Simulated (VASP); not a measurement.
Level of theory: PBEsol GGA, VASP's PBE PAW potentials (set 64) (plane waves; VASP 6.6.1).

VASP input:

**POSCAR**
```
SnTe
1.0
  0.0000000000   3.5436923930   3.5436923930
  3.5436923930   0.0000000000   3.5436923930
  3.5436923930   3.5436923930   0.0000000000
Sn Te
1 1
Cart
  7.0873847860   7.0873847860   7.0873847860
  1.7718461965   1.7718461965   1.7718461965
```

### KPOINTS
```
Automatic mesh
0
Gamma
7 7 7
0 0 0
```

INCAR:
```
! general
SYSTEM  = SnTe
PREC    = Accurate
ENCUT   = 400
LREAL   = .FALSE.
LASPH   = .TRUE.

! electronic loop
EDIFF   = 1E-7
NELM    = 100
ALGO    = Normal
LMAXMIX = 4

! smearing
ISMEAR  = -5

! functional
GGA     = PS

! ions
ISIF    = 2

! output
LWAVE   = .FALSE.
LCHARG  = .TRUE.
LORBIT  = 11
NEDOS   = 601
```

POTCAR, in this order: Sn_d Te (PBE.64 set). Program: vasp_std.

The run wrote:

OSZICAR:
```
       N       E                     dE             d eps       ncg     rms          rms(c)
DAV:   1     0.108611744741E+03    0.10861E+03   -0.83315E+03   560   0.120E+03
DAV:   2     0.173161002249E+01   -0.10688E+03   -0.10588E+03   584   0.284E+02
DAV:   3    -0.749264510873E+01   -0.92243E+01   -0.92021E+01   728   0.904E+01
DAV:   4    -0.774554031841E+01   -0.25290E+00   -0.25286E+00   608   0.168E+01
DAV:   5    -0.775448043454E+01   -0.89401E-02   -0.89401E-02   850   0.281E+00    0.518E+00
DAV:   6    -0.763113424174E+01    0.12335E+00   -0.32002E-01   690   0.349E+00    0.337E+00
DAV:   7    -0.762374249154E+01    0.73918E-02   -0.78303E-02   650   0.128E+00    0.963E-01
DAV:   8    -0.762353919026E+01    0.20330E-03   -0.93802E-03   656   0.772E-01    0.253E-01
DAV:   9    -0.762407618988E+01   -0.53700E-03   -0.15684E-03   626   0.285E-01    0.787E-02
DAV:  10    -0.762411593781E+01   -0.39748E-04   -0.14282E-04   716   0.853E-02    0.442E-02
DAV:  11    -0.762423415598E+01   -0.11822E-03   -0.26009E-04   632   0.889E-02    0.465E-02
DAV:  12    -0.762423205643E+01    0.20995E-05   -0.10292E-05   662   0.214E-02    0.242E-02
DAV:  13    -0.762423250983E+01   -0.45340E-06   -0.46132E-06   674   0.123E-02    0.496E-03
DAV:  14    -0.762423267279E+01   -0.16296E-06   -0.38567E-07   668   0.617E-03    0.622E-03
DAV:  15    -0.762423274867E+01   -0.75876E-07   -0.20388E-08   460   0.998E-04
   1 F= -.76242327E+01 E0= -.76242327E+01  d E =0.000000E+00
```

File OUTCAR:
```
------------------------ aborting loop because EDIFF is reached ----------------------------------------
  FORCE on cell =-STRESS in cart. coord.  units (eV):
  Direction    XX          YY          ZZ          XY          YZ          ZX
  --------------------------------------------------------------------------------------
  Total        0.0127619      0.0127619      0.0127619      0.0000000      0.0000000      0.0000000
  in kB        0.2297363      0.2297363      0.2297363      0.0000000      0.0000000      0.0000000
  external PRESSURE =       0.2297363 kB  Pullay stress =       0.0000000 kB
  volume of cell :       89.00
      direct lattice vectors                 reciprocal lattice vectors
     0.000000000  3.543692393  3.543692393    -0.141095768  0.141095768  0.141095768
     3.543692393  0.000000000  3.543692393     0.141095768 -0.141095768  0.141095768
     3.543692393  3.543692393  0.000000000     0.141095768  0.141095768 -0.141095768
 POSITION                                       TOTAL-FORCE (eV/Angst)
 -----------------------------------------------------------------------------------
      0.00000      0.00000      0.00000        -0.000000     -0.000000     -0.000000
      1.77185      1.77185      1.77185         0.000000      0.000000      0.000000
 -----------------------------------------------------------------------------------
    total drift:                               -0.000000     -0.000000     -0.000000
  FREE ENERGIE OF THE ION-ELECTRON SYSTEM (eV)
  ---------------------------------------------------
  free  energy   TOTEN  =        -7.6242327487 eV

  energy  without entropy=       -7.6242327487  energy(sigma->0) =       -7.62423275

 total charge

# of ion       s       p       d       tot
------------------------------------------
    1        1.393   0.728   9.964  12.085
    2        1.395   1.956   0.019   3.371
--------------------------------------------------
tot          2.788   2.684   9.983  15.456
```
(Selected blocks of OUTCAR.)

The structure was generated: SnTe was put into the zinc blende type (F-43m), which need not be its known phase. It was relaxed first, which changed the volume by +36 %.
